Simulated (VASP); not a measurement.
A run of VASP 6.6.1 is set up as follows.

Contents of INCAR:

```
SYSTEM = NbWS4
ALGO = Fast
EDIFF = 1E-5
EDIFFG = -0.03
ENCUT = 520
GGA = PE
IBRION = 2
ISIF = 3
ISMEAR = 0
ISYM = 0
KPAR = 4
LASPH = .True.
LCHARG = .False.
LREAL = Auto
LWAVE = .False.
NELM = 80
NSW = 110
PREC = Normal
SIGMA = 0.15
```

KPOINTS

```
k-points
0
Gamma
  4 4 4
  0 0 0
```

POSCAR

```
NbWS4
1.0
    5.7201160700     -0.0330954000      0.0707084000
   -0.0381171700      6.4471047500     -0.0502482600
   -1.8340111500     -0.0398083000      6.7458058600
Nb W S
2 2 8
Direct
    0.9294354700      0.0100813000      0.9990613200
    0.9611490000      0.5454214000      0.9927856600
    0.5135183400      0.2356509100      0.9866049600
    0.4890014400      0.7611305100      0.0338283500
    0.7422207900      0.2394932800      0.7604344900
    0.7499877600      0.7094498700      0.7647632500
    0.8566727400      0.2790818800      0.2418729500
    0.8815932800      0.7364004500      0.2122091700
    0.1978957800      0.9906186500      0.7250060300
    0.2491305800      0.4754270900      0.7923155100
    0.3765917100      0.0122871500      0.2465280300
    0.4201126000      0.5280933600      0.2192358300
```

Potentials or basis: VASP PAW PBE potentials, release 64 (Nb_sv, W_sv, S).

Command:

```bash
$ cat potpaw_PBE.64/Nb_sv/POTCAR potpaw_PBE.64/W_sv/POTCAR potpaw_PBE.64/S/POTCAR > POTCAR
$ mpirun -np 4 vasp_std > vasp.out
```

(1) What does it give for the space group after relaxing (to 0.05 Å)?

(2) Estimate the relaxed volume.

(3) What does it give for the band gap on the k mesh?

Answers

(1) P1 (No. 1).

(2) 20.59 Å³/atom.

(3) none (metal or under the smearing width).
